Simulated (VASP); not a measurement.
SiO$_{2}$ (relaxed from the CdCl2 structure, space group R-3m): computed properties

Level of theory: r2SCAN meta-GGA, VASP's PBE PAW potentials (set 64) (plane waves; VASP).

```
Property                                                                                                             Value
---------------------------------------------  ---------------------------------------------------------------------------
space group                                                                                                     R-3m (166)
cell                                           a = 2.679 Å, b = 2.679 Å, c = 14.047 Å, α = 90.00°, β = 90.00°, γ = 120.00°
volume per atom                                                                                               9.70 Å³/atom
band gap (over mesh and band path)                                                                                 7.22 eV
smallest direct gap (over mesh and band path)                                                                      7.55 eV
band-edge character                                                                            indirect, Γ-S0 at 0.29 to Γ
density                                                                                                         3.43 g/cm³
```

```
CELL_PARAMETERS angstrom
      1.33968     0.77347     4.68249
     -1.33968     0.77347     4.68249
      0.00000    -1.54693     4.68249
ATOMIC_POSITIONS crystal
  Si 0.00000 0.00000 0.00000
  O  0.26927 0.26927 0.26927
  O  0.73073 0.73073 0.73073
```

The structure was generated: SiO2 was put into the CdCl2 type (R-3m), which need not be its known phase. It was relaxed first, which changed the volume by +9 %. Symmetry was kept, so distortions that lower it aren't found.
